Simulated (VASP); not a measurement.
An input for Ansatz (written as the equivalent of a VASP run, and not itself run):

Ansatz 0.2 input:
```yaml
crystal:
  lattice:
    - [1.6550000, -2.8665440, 0.0000000]
    - [1.6550000, 2.8665440, 0.0000000]
    - [0.0000000, 0.0000000, 5.2700000]
  atoms:
    - { symbol: Sc, position: [0.3333330, 0.6666670, 0.2500000] }
    - { symbol: Sc, position: [0.6666670, 0.3333330, 0.7500000] }
kpoints:
  mp_grid: { grid: [11, 11, 6] }
hamiltonian:
  xc: r2scan
  pseudopotentials: { kind: paw }
scf:
  occupations: { method: methfessel_paxton, width: 0.1 }
  max_iter: 100
relax:
  max_steps: 60
  f_tol: 0.01
  cell: {}
output: { forces: true, stress: true, eigenvalues: true }
```

Write the VASP files for the same calculation (r2SCAN).

This is not unique; one that fits is 
INCAR:
```
# general
SYSTEM  = Sc
PREC    = Accurate
ENCUT   = 400   # plane-wave cut-off (eV)
LREAL   = F   # projection in real space or not
LASPH   = T   # aspherical one-centre terms

# electronic loop
EDIFF   = 1E-6   # SCF stop (eV)
NELM    = 100   # most electronic steps
ALGO    = Normal   # blocked Davidson
LMAXMIX = 4   # l cut-off of mixed one-centre charges
LMIXTAU = T

# smearing
ISMEAR  = 1   # Methfessel-Paxton
SIGMA   = 0.1

# functional
METAGGA = R2SCAN

# ions
IBRION  = 2   # conjugate gradients
NSW     = 60   # most ionic steps
ISIF    = 3   # ions, shape and volume
EDIFFG  = -0.01   # ionic stop

# output
LWAVE   = F
LCHARG  = F
```

File POSCAR:
```
Sc
1.0
  1.6550000000  -2.8665440000   0.0000000000
  1.6550000000   2.8665440000   0.0000000000
  0.0000000000   0.0000000000   5.2700000000
Sc
2
Direct
  0.3333330000   0.6666670000   0.2500000000
  0.6666670000   0.3333330000   0.7500000000
```

KPOINTS:
```
Regular mesh
0
Gamma
 11 11 6
0 0 0
```

POTCAR, in this order: Sc_sv (PBE.64 set). Program: vasp_std.

The two are equivalent in intent, not identical: each code has its own PAW files, so the cut-off isn't converted (ENCUT is set for VASP's; basis.ecutwfc is left out, and Ansatz then takes the one that its files recommend); Ansatz stops its SCF on the density residual and VASP on the energy change (EDIFF).

The compound is Sc in the hcp structure. This run relaxes it. Symmetry was kept, so distortions that lower it aren't found.
